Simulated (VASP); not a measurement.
The system is Mg2CdS3.

```xyz
6
Lattice="1.9250 1.1114 9.3667 -1.9250 1.1114 9.3667 0.0000 -2.2228 9.3667" Properties=species:S:1:pos:R:3 pbc="T T T"
Mg    0.0000    0.0000    4.4960
Mg    0.0000    0.0000   10.8560
Cd    0.0000    0.0000   25.6459
S     0.0000    0.0000   21.7400
S     0.0000    0.0000   15.3660
S     0.0000    0.0000    0.0000
```

The cell was built by a generator and needn't be a form met in nature.

| Property | Result |
| --- | --- |
| Program | VASP 6.6.1 |
| Task | relaxation of cell and atoms |
| Functional | PBE |
| Potentials or basis | VASP PAW PBE potentials, release 64 (Mg, Cd, S) |
| Cutoff | 520 eV |
| k mesh | 4 × 4 × 4 |
| Occupations | gaussian, width 0.15 eV |
| Spin | no spin polarisation |

At the start: pressure 3.3 GPa; volume 20.04 Å³/atom.

Question: How do energy, volume and symmetry change on relaxing?

Answer: Over 13 steps the energy falls by 193.9 meV/atom and the volume is 20.62 Å³/atom (+2.9 %); space group R3m (No. 160, to 0.05 Å).

The path:
| step | energy change (eV) | largest force (eV/Å) | pressure (GPa) | volume (Å³) |
| --- | --- | --- | --- | --- |
| 1 | 0.0000 | 3.0192 | 3.33 | 120.24 |
| 2 | -0.7094 | 1.5211 | -1.33 | 127.61 |
| 3 | -0.7669 | 1.7008 | -2.62 | 130.49 |
| 4 | -1.0760 | 0.5909 | -1.39 | 126.46 |
| 5 | -1.1034 | 0.5003 | -0.71 | 125.01 |
| 6 | -1.1035 | 0.5180 | -0.60 | 124.87 |
| 7 | -1.1396 | 0.2930 | 0.28 | 123.06 |
| 8 | -1.1383 | 0.2926 | 1.83 | 120.42 |
| 9 | -1.1474 | 0.2870 | 1.19 | 121.72 |
| 10 | -1.1609 | 0.1303 | -0.08 | 124.06 |
| 11 | -1.1612 | 0.1236 | -0.14 | 123.84 |
| 12 | -1.1612 | 0.1277 | -0.06 | 123.69 |
| 13 | -1.1634 | 0.0554 | -0.02 | 123.69 |

Final structure:
```
Mg Cd S
1.0
     1.92415    1.11091    9.64458
    -1.92415    1.11091    9.64458
     0.00000   -2.22181    9.64458
Mg Cd S
2 1 3
Cartesian
  0.0000 0.0000 4.3587
  0.0000 0.0000 11.0021
  0.0000 0.0000 26.7329
  0.0000 0.0000 22.4037
  0.0000 0.0000 15.6943
  0.0000 0.0000 0.2297
```

Caveat: the k mesh is coarse (spacing up to 0.47 Å⁻¹), so the values aren't converged.
